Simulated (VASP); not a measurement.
## The low-index faces of Os

Which face of Os is cheapest, and which holds its electrons hardest?

Method: PBE; plane waves and PAW (Os), in VASP 6.6.1.

This is a report of a sequence of runs, with most program output left out.

### Step 1. The structure

Symmetry: P6_3/mmc, No. 194, hexagonal system. Conventional cell: a = 2.740 Å, b = 2.740 Å, c = 4.326 Å, α = 90.00°, β = 90.00°, γ = 120.00°. Nearest to Os lie 12 Os at 2.68 to 2.74 Å.

### Step 2. The bulk reference, job relaxation, k-mesh 16×16×9

The bulk crystal is relaxed first, so that the slabs are cut at this functional's lattice.

The input, INCAR:

```
SYSTEM = Os
PREC = Accurate
ENCUT = 420
EDIFF = 1E-06
NELM = 120
ISMEAR = 1
SIGMA = 0.15
LREAL = .FALSE.
ALGO = Normal
GGA = PE
NBANDS = 14
LASPH = .TRUE.
LORBIT = 11
LWAVE = .FALSE.
LCHARG = .FALSE.
KPAR = 4
IBRION = 2
NSW = 30
ISIF = 3
EDIFFG = -0.01
POTIM = 0.4
```

The input, POSCAR:

```
Os
1.0
    2.7400000000      0.0000000000      0.0000000000
   -1.3700000000      2.3729096064      0.0000000000
    0.0000000000      0.0000000000      4.3264600000
Os
2
Direct
    0.0000000000      0.0000000000      0.0000000000
    0.3333333333      0.6666666667      0.5000000000
```

The input, KPOINTS:

```
Automatic mesh
0
Gamma
16 16 9
0 0 0
```

Potentials, in the order of the species: Os (PBE family, release 64).

Run with:

```bash
mpirun -np 4 vasp_std
```

Elapsed: 22 s, on 4 MPI ranks of Intel Xeon 6975P-C (Granite Rapids), shared host; peak memory 0.69 GiB.

The run keeps the 24 symmetry operations of its start, so it cannot find a distortion of lower symmetry.

Relaxation path:

```tsv
step	energy less that of the first step (eV)	largest force (eV/Å)	pressure (GPa)	volume (Å³)
1	0.0000	0.0000	6.05	28.13
2	0.0677	0.0000	-16.88	29.89
3	-0.0075	0.0000	-0.09	28.54
4	-0.0075	0.0000	0.01	28.53
5	-0.0075	0.0000	0.02	28.54
6	-0.0075	0.0000	0.03	28.53
```

```tsv
conventional cell, symmetrised	before	after	change
a (Å)	2.740	2.753	+0.5 %
b (Å)	2.740	2.753	+0.5 %
c (Å)	4.326	4.347	+0.5 %
volume (Å³/atom)	14.06	14.27	+1.4 %
```

The relaxed structure:

```cif
data_structure
_symmetry_space_group_name_H-M 'P 1'
_symmetry_Int_Tables_number 1
_cell_length_a 2.7532
_cell_length_b 2.7532
_cell_length_c 4.3469
_cell_angle_alpha 90.000
_cell_angle_beta 90.000
_cell_angle_gamma 120.000
_cell_volume 28.53
loop_
_atom_site_label
_atom_site_type_symbol
_atom_site_fract_x
_atom_site_fract_y
_atom_site_fract_z
_atom_site_occupancy
Os1 Os 0.00000 0.00000 0.00000 1
Os2 Os 0.33333 0.66667 0.50000 1
```

This step gave:

| Item | Value |
| --- | --- |
| electronic cycles | 37 |
| electrons | 16 |
| free energy (TOTEN) | -22.50 eV |
| energy at zero smearing | -22.50 eV |
| Fermi energy | 9.182 eV |
| metallic | yes |

The run ended after 6 ionic steps, 0.008 eV below its first step, once forces and stress met EDIFFG = -0.01.

Energy at zero smearing: -22.50283 eV.

### Step 3. The bulk reference, job self-consistent run, k-mesh 19×19×11

The input, INCAR:

```
SYSTEM = Os
PREC = Normal
ENCUT = 320
EDIFF = 1E-06
NELM = 120
ISMEAR = 1
SIGMA = 0.15
LREAL = .FALSE.
ALGO = Fast
GGA = PE
NBANDS = 14
LASPH = .TRUE.
LORBIT = 11
LWAVE = .FALSE.
LCHARG = .FALSE.
KPAR = 4
```

The input, POSCAR:

```
Os
1.0
    2.7531832416      0.0000000000      0.0000000000
   -1.3765916208      2.3843266285      0.0000000000
    0.0000000000      0.0000000000      4.3468514569
Os
2
Direct
    0.0000000000      0.0000000000      0.0000000000
    0.3333333333      0.6666666667      0.5000000000
```

The input, KPOINTS:

```
Automatic mesh
0
Gamma
19 19 11
0 0 0
```

Run with:

```bash
mpirun -np 4 vasp_std
```

Run time: 4.8 s. Hardware: 4 MPI ranks; peak memory 0.54 GiB; 16 s of CPU time.

This step gave:

```yaml
electronic_cycles: 14
free_energy_toten: -22.49 eV
energy_at_zero_smearing: -22.49 eV
fermi_energy: 9.188 eV
```

Energy at zero smearing: -22.48839 eV.

The run ends at a pressure of -1.59 GPa.

### Step 4. Surface relaxation, 8 atoms, face Os(0001)

System of this step: Os(0001). The cell holds 8 atoms: 8 Os. Cell: a = 2.753 Å, b = 2.753 Å, c = 30.214 Å, α = 90.0°, β = 90.0°, γ = 60.0°. It derives from Os. 8 layers of hcp Os, cut at this functional's lattice. Vacuum lies along c.

All atoms relax at the fixed cell.

The input, INCAR:

```
SYSTEM = Os
PREC = Normal
ENCUT = 320
EDIFF = 1E-05
NELM = 120
ISMEAR = 1
SIGMA = 0.15
LREAL = .FALSE.
ALGO = Fast
GGA = PE
NBANDS = 40
LASPH = .TRUE.
LORBIT = 11
LWAVE = .FALSE.
LCHARG = .FALSE.
KPAR = 4
IBRION = 2
NSW = 40
ISIF = 2
EDIFFG = -0.03
POTIM = 0.4
MAXMIX = 40
```

The input, POSCAR:

```
Os
1.0
    2.7531832416      0.0000000000      0.0000000000
    1.3765916208      2.3843266285      0.0000000000
    0.0000000000      0.0000000000     30.2139800992
Os
8
Direct
    0.6666666700      0.6666666700      0.2482294600
    0.0000000000      0.0000000000      0.3201639000
    0.6666666700      0.6666666700      0.3920983400
    0.0000000000      0.0000000000      0.4640327800
    0.6666666700      0.6666666700      0.5359672200
    0.0000000000      0.0000000000      0.6079016600
    0.6666666700      0.6666666700      0.6798361000
    0.0000000000      0.0000000000      0.7517705400
```

The input, KPOINTS:

```
Automatic mesh
0
Gamma
12 12 1
0 0 0
```

Run with:

```bash
mpirun -np 4 vasp_std
```

It took 55 s on 4 MPI ranks; peak memory 0.75 GiB.

The run keeps the 12 symmetry operations of its start, so it cannot find a distortion of lower symmetry.

Relaxation path:

```tsv
step	energy less that of the first step (eV)	largest force (eV/Å)
1	0.0000	0.9414
2	-0.0782	0.2564
3	-0.0812	0.1846
4	-0.0842	0.0544
5	-0.0843	0.0618
6	-0.0848	0.0326
7	-0.0849	0.0340
8	-0.0849	0.0609
9	-0.0853	0.0502
10	-0.0859	0.0343
11	-0.0859	0.0289
```

The atoms that moved most (Å):

```tsv
atom	dx	dy	dz	length
Os8	0.000	0.000	-0.067	0.067
Os1	0.000	0.000	0.067	0.067
Os2	0.000	0.000	-0.016	0.016
Os7	0.000	0.000	0.016	0.016
Os3	0.000	0.000	-0.014	0.014
Os6	0.000	0.000	0.014	0.014
Os4	0.000	0.000	0.006	0.006
Os5	0.000	0.000	-0.006	0.006
```

The relaxed structure:

```xyz
8
Lattice="2.7532 0.0000 0.0000 1.3766 2.3843 0.0000 0.0000 0.0000 30.2140" Properties=species:S:1:pos:R:3
Os    2.7532    1.5896    7.5672
Os    0.0000    0.0000    9.6575
Os    2.7532    1.5896   11.8331
Os    0.0000    0.0000   14.0259
Os    2.7532    1.5896   16.1881
Os    0.0000    0.0000   18.3809
Os    2.7532    1.5896   20.5565
Os    0.0000    0.0000   22.6468
```

This step gave:

```yaml
electronic_cycles: 74
electrons: 64
free_energy_toten: -87.4993 eV
energy_at_zero_smearing: -87.4989 eV
fermi_energy: 3.068 eV
```

The run ended after 11 ionic steps, 0.086 eV below its first step, once the forces on the free atoms met EDIFFG = -0.03.

### Step 5. Potential and states of the slab, 8 atoms, face Os(0001)

A static run writes the electrostatic potential without exchange and correlation (LVHAR), which is flat in the vacuum and gives the level to count from. The dipole correction cancels the field that unlike faces would set up across the vacuum.

The input, INCAR:

```
SYSTEM = Os
PREC = Normal
ENCUT = 320
EDIFF = 1E-06
NELM = 120
ISMEAR = 1
SIGMA = 0.15
LREAL = .FALSE.
ALGO = Fast
GGA = PE
NBANDS = 40
LASPH = .TRUE.
LORBIT = 11
LWAVE = .FALSE.
LCHARG = .TRUE.
KPAR = 4
IDIPOL = 3
LDIPOL = .TRUE.
DIPOL = 0.5 0.5 0.5
LVHAR = .TRUE.
LVACPOTAV = .TRUE.
NEDOS = 1500
```

The input, POSCAR:

```
Os
1.0
    2.7531832416      0.0000000000      0.0000000000
    1.3765916208      2.3843266285      0.0000000000
    0.0000000000      0.0000000000     30.2139800992
Os
8
Direct
    0.6666666700      0.6666666700      0.2504540441
    0.0000000000      0.0000000000      0.3196370112
    0.6666666700      0.6666666700      0.3916437864
    0.0000000000      0.0000000000      0.4642197382
    0.6666666700      0.6666666700      0.5357802618
    0.0000000000      0.0000000000      0.6083562136
    0.6666666700      0.6666666700      0.6803629888
    0.0000000000      0.0000000000      0.7495459559
```

KPOINTS is that of step 4.

Run with:

```bash
mpirun -np 4 vasp_std
```

It took 20 s on 4 MPI ranks; peak memory 0.71 GiB.

Numbers from this step:

* electronic cycles: 27
* Fermi energy: 3.069 eV
* dipole moment: 0, 0, 0 e·Å
* vacuum levels: 8.361, 8.361 eV
* work functions of the upper and lower face: 5.292, 5.292 eV

The planar average of the electrostatic potential oscillates, so the rows of the table below give means over windows of 2.16 Å about each position, cut where the curve ends. Its maxima inside the range that stand out by 2 % of the span (Å: eV): 8.6: -3.53, 10.8: -2.79, 12.9: -2.49, 15.1: -2.77, 17.3: -2.49, 19.4: -2.79, 21.6: -3.53. Its minima: 7.6: -14.7, 9.6: -15.4, 11.9: -15.2, 14.0: -15.2, 16.2: -15.2, 18.3: -15.2, 20.6: -15.4, 22.7: -14.7.

Zero at the Fermi level. The planar average of the electrostatic potential by height; means over each step:

```tsv
height (Å)	planar average of the electrostatic potential (eV)
1.08	5.30
3.24	5.29
5.40	4.46
7.56	-8.65
9.72	-9.46
11.88	-9.20
14.04	-9.21
16.20	-9.21
18.36	-9.20
20.52	-9.47
22.68	-8.60
24.84	4.51
27.00	5.29
29.16	5.30
```

Density of states in the PAW spheres, an atom over height of the layer and energy from the Fermi level.

Ten even steps from '0' (0.13 states/eV) to '9' (2.29 states/eV), each cell a mean:
```
32122123
52122125
31222213
31222213
41322314
43433434
64544546
96566569
65555556
34555543
34555543
12211221
34444443
44444444
23344332
23233232
24222242
35444453
13322331
13322331
01122110
00000000
```
Columns: height of the layer (Å) from 7.6 to 22.6; rows upwards: energy from the Fermi level (eV) from -7.9 to 0.5.

Valence density in the ca plane at fractional y = 0.000, with atoms of Os within 0.2 Å of it. It is the smooth field of the valence electrons, not physical close to the nuclei.

Ten even steps from '0' (0.0 e/Å³) to '9' (1.8 e/Å³), each cell a mean:
```
11123588632111123688632111224688510000000000
22222466432222222466422222223565310000000000
33222233222233222233222233222333200000000000
44321122112344321122112344321222100000000000
44321222212344321222212344322222100000000000
33222345322233222354322233223454210000000000
22223577532222223577532222224677410000000000
11123699642111123699632111124799520000000000
```
Columns run along c (16.0 Å, from fractional 0.39 to 0.92 of the cell), rows up along a (2.8 Å). Atoms in or near the plane, at fractional coordinates: Os at (0.46, 0.00), Os at (0.61, 0.00), Os at (0.75, 0.00).

The map of layer states is cut here 0.5 eV above the Fermi level, so it leaves out the states above that.

The vacuum level lies 5.29 eV above the Fermi level at the upper face; both faces agree, as the slab has next to no dipole.

The program found no field-free point at its default tolerance, but its printed level agrees with the flat part of the planar average.

On this mesh the fine structure of the density of states is sampling noise, and high empty states may be cut by the number of bands.

### Step 6. Surface relaxation, 12 atoms, face Os(10-10)

System of this step: Os(10-10). The cell holds 12 atoms: 12 Os. Its edges and angles: a = 2.753 Å, b = 4.347 Å, c = 27.716 Å, α = 90.0°, β = 90.0°, γ = 90.0°. It derives from Os. 12 layers of hcp Os, cut at this functional's lattice. Vacuum lies along c.

The input, INCAR:

```
SYSTEM = Os
PREC = Normal
ENCUT = 320
EDIFF = 1E-05
NELM = 120
ISMEAR = 1
SIGMA = 0.15
LREAL = .FALSE.
ALGO = Fast
GGA = PE
NBANDS = 60
LASPH = .TRUE.
LORBIT = 11
LWAVE = .FALSE.
LCHARG = .FALSE.
KPAR = 4
IBRION = 2
NSW = 40
ISIF = 2
EDIFFG = -0.03
POTIM = 0.4
MAXMIX = 40
```

The input, POSCAR:

```
Os
1.0
    2.7531832416      0.0000000000      0.0000000000
    0.0000000000      4.3468514569      0.0000000000
    0.0000000000      0.0000000000     27.7164086853
Os
12
Direct
    0.0000000000      0.0000000000      0.2705978300
    0.5000000000      0.0000000000      0.3566236400
    0.5000000000      0.5000000000      0.2992731000
    0.0000000000      0.0000000000      0.4426494600
    0.0000000000      0.5000000000      0.3852989100
    0.5000000000      0.0000000000      0.5286752700
    0.5000000000      0.5000000000      0.4713247300
    0.0000000000      0.0000000000      0.6147010900
    0.0000000000      0.5000000000      0.5573505400
    0.5000000000      0.0000000000      0.7007269000
    0.5000000000      0.5000000000      0.6433763600
    0.0000000000      0.5000000000      0.7294021700
```

The input, KPOINTS:

```
Automatic mesh
0
Gamma
11 7 1
0 0 0
```

Run with:

```bash
mpirun -np 4 vasp_std
```

It took 4.3 min on 4 MPI ranks; peak memory 1.2 GiB.

The run keeps the 8 symmetry operations of its start, so it cannot find a distortion of lower symmetry.

The steps of the relaxation:

```tsv
step	energy less that of the first step (eV)	largest force (eV/Å)
1	0.0000	1.4619
2	-0.1630	0.6757
3	-0.1955	0.1440
4	-0.1957	0.1714
5	-0.2001	0.0758
6	-0.2007	0.0860
7	-0.2021	0.0648
8	-0.2047	0.0342
9	-0.2051	0.0440
10	-0.2052	0.0391
11	-0.2053	0.0082
```

The atoms that moved most (Å):

```tsv
atom	dx	dy	dz	length
Os1	0.000	0.000	0.124	0.124
Os12	0.000	0.000	-0.124	0.124
Os3	0.000	0.000	-0.012	0.012
Os10	0.000	0.000	0.012	0.012
Os8	0.000	0.000	0.012	0.012
Os5	0.000	0.000	-0.012	0.012
Os2	0.000	0.000	-0.011	0.011
Os11	0.000	0.000	0.011	0.011
```

Final coordinates:

```xyz
12
Lattice="2.7532 0.0000 0.0000 0.0000 4.3469 0.0000 0.0000 0.0000 27.7164" Properties=species:S:1:pos:R:3
Os    0.0000    0.0000    7.6236
Os    1.3766    0.0000    9.8737
Os    1.3766    2.1734    8.2823
Os    0.0000    0.0000   12.2767
Os    0.0000    2.1734   10.6673
Os    1.3766    0.0000   14.6463
Os    1.3766    2.1734   13.0701
Os    0.0000    0.0000   17.0491
Os    0.0000    2.1734   15.4397
Os    1.3766    0.0000   19.4341
Os    1.3766    2.1734   17.8427
Os    0.0000    2.1734   20.0928
```

This step gave:

* electronic cycles: 85
* electrons: 96
* free energy (TOTEN): -129.7937 eV
* energy at zero smearing: -129.7887 eV
* Fermi energy: 2.317 eV

The run ended after 11 ionic steps, 0.205 eV below its first step, once the forces on the free atoms met EDIFFG = -0.03.

### Step 7. Potential and states of the slab, 12 atoms, face Os(10-10)

The input, INCAR:

```
SYSTEM = Os
PREC = Normal
ENCUT = 320
EDIFF = 1E-06
NELM = 120
ISMEAR = 1
SIGMA = 0.15
LREAL = .FALSE.
ALGO = Fast
GGA = PE
NBANDS = 60
LASPH = .TRUE.
LORBIT = 11
LWAVE = .FALSE.
LCHARG = .TRUE.
KPAR = 4
IDIPOL = 3
LDIPOL = .TRUE.
DIPOL = 0.5 0.5 0.5
LVHAR = .TRUE.
LVACPOTAV = .TRUE.
NEDOS = 1500
```

The input, POSCAR:

```
Os
1.0
    2.7531832416      0.0000000000      0.0000000000
    0.0000000000      4.3468514569      0.0000000000
    0.0000000000      0.0000000000     27.7164086853
Os
12
Direct
    0.0000000000      0.0000000000      0.2750579893
    0.5000000000      0.0000000000      0.3562405443
    0.5000000000      0.5000000000      0.2988222771
    0.0000000000      0.0000000000      0.4429383191
    0.0000000000      0.5000000000      0.3848741864
    0.5000000000      0.0000000000      0.5284329617
    0.5000000000      0.5000000000      0.4715670383
    0.0000000000      0.0000000000      0.6151258136
    0.0000000000      0.5000000000      0.5570616809
    0.5000000000      0.0000000000      0.7011777229
    0.5000000000      0.5000000000      0.6437594557
    0.0000000000      0.5000000000      0.7249420107
```

KPOINTS is that of step 6.

Run with:

```bash
mpirun -np 4 vasp_std
```

Elapsed: 59 s, on 4 MPI ranks; peak memory 1.1 GiB.

This step gave:

* electronic cycles: 32
* vacuum levels: 7.43, 7.43 eV
* work functions of the upper and lower face: 5.113, 5.113 eV

The planar average of the electrostatic potential oscillates, so the rows of the table below give means over windows of 2.36 Å about each position, cut where the curve ends. Its maxima inside the range that stand out by 2 % of the span (Å: eV): 9.1: -5.55, 11.4: -5.13, 13.9: -5.48, 16.3: -5.13, 18.6: -5.55. Its minima: 7.9: -13.9, 10.2: -13.3, 12.6: -13.3, 15.1: -13.3, 17.5: -13.3, 19.8: -13.9.

Zero at the Fermi level. The planar average of the electrostatic potential by height; means over each step:

```tsv
height (Å)	planar average of the electrostatic potential (eV)
1.18	5.11
3.54	5.11
5.90	3.30
8.26	-9.33
10.62	-9.25
12.98	-9.30
15.34	-9.21
17.70	-9.36
20.06	-7.90
22.42	4.71
24.78	5.11
27.14	5.11
```

Density of states in the PAW spheres, an atom over height of the layer and energy from the Fermi level.

Ten even steps from '0' (0.09 states/eV) to '9' (1.65 states/eV), each cell a mean:
```
654333333456
964334433469
333332233333
553332233355
644344443446
965445544569
865677776568
875787787578
887978879788
677877778776
568778877865
554343343455
786666666687
456556655654
235444444532
345556655543
445433334544
457555555754
236655556632
225433334522
113344443311
000000000000
```
Columns: height of the layer (Å) from 7.6 to 20.1 (not evenly spaced); rows upwards: energy from the Fermi level (eV) from -7.9 to 0.5.

Valence density in the ca plane at fractional y = 0.000, with atoms of Os within 0.2 Å of it. It is the smooth field of the valence electrons, not physical close to the nuclei.

Ten even steps from '0' (0.0 e/Å³) to '9' (1.9 e/Å³), each cell a mean:
```
22222125787422222212478752122221000000000000
24543223565322354322356532234432000000000000
36764222333223577532233322357753100000000000
47986311222124699632122212358973100000000000
46875312222123688632122222358863100000000000
34653223454223465422245432245542000000000000
23332224676422233222467642223321000000000000
22221125897421122112579852112211000000000000
```
Columns run along c (16.0 Å, from fractional 0.33 to 0.91 of the cell), rows up along a (2.8 Å). Atoms in or near the plane, at fractional coordinates: Os at (0.36, 0.50), Os at (0.44, 0.00), Os at (0.53, 0.50), Os at (0.62, 0.00), Os at (0.70, 0.50).

The map of layer states is cut here 0.5 eV above the Fermi level, so it leaves out the states above that.

The vacuum level lies 5.11 eV above the Fermi level at the upper face; both faces agree, as the slab has next to no dipole.

The program found no field-free point at its default tolerance, but its printed level agrees with the flat part of the planar average.

On this mesh the fine structure of the density of states is sampling noise, and high empty states may be cut by the number of bands.

### Step 8. The faces side by side

This step: surfaces of a metal, PBE; plane waves and PAW (VASP 6.6.1).

No new run; the numbers come from the runs before.

Symmetric slabs, all atoms free. All faces:

```tsv
face	layers	area a surface atom (Å²)	work function (eV)	surface energy as cut (J/m²)	surface energy relaxed (J/m²)	change of the top spacing (%)
Os(0001)	8	6.564	5.292	3.1	2.996	-3.82
Os(10-10)	12	11.97	5.113	3.579	3.442	-17.13
```

Each surface energy is the slab's energy less its number of atoms times the bulk energy of -11.2442 eV, over twice the cell's area.

### Step 9. Summary of results

- Os(0001): 3.00 J/m², 5.29 eV
- Os(10-10): 3.44 J/m², 5.11 eV

The cheapest face is Os(0001) at 3.00 J/m², against 3.44 for Os(10-10). The work functions are 5.29 eV for Os(0001) and 5.11 eV for Os(10-10). The densest face has the highest work function, as the smoothing of the electron density over an open face lowers the surface dipole. The densest face is also the cheapest, since it cuts the fewest bonds an area. The top spacing changes by -3.8 % on Os(0001) and -17.1 % on Os(10-10). Of the two ends of the prism face, the one with the short outer spacing was run. One thickness was run for each face, and bulk and slab meshes don't match, which leaves some hundredths of a J/m². The cells are 1 × 1 and can't reconstruct. Spin-orbit coupling is left out, which matters for a heavy metal.

[Lines on the potential files, build, host, timing and source positions are cut from VASP's logs without a mark.]

[Logs are printed without paths, hosts, clocks, repeated set-up lines and the standing remarks that a program may print on its own settings, such as how far it seeks lower states.]

[Hosts, paths, dates, database ids (printed as entryN), source tags and the programs' standing remarks are cut or masked in the printed files.]

[Runs that stopped without an error message from VASP are left out.]
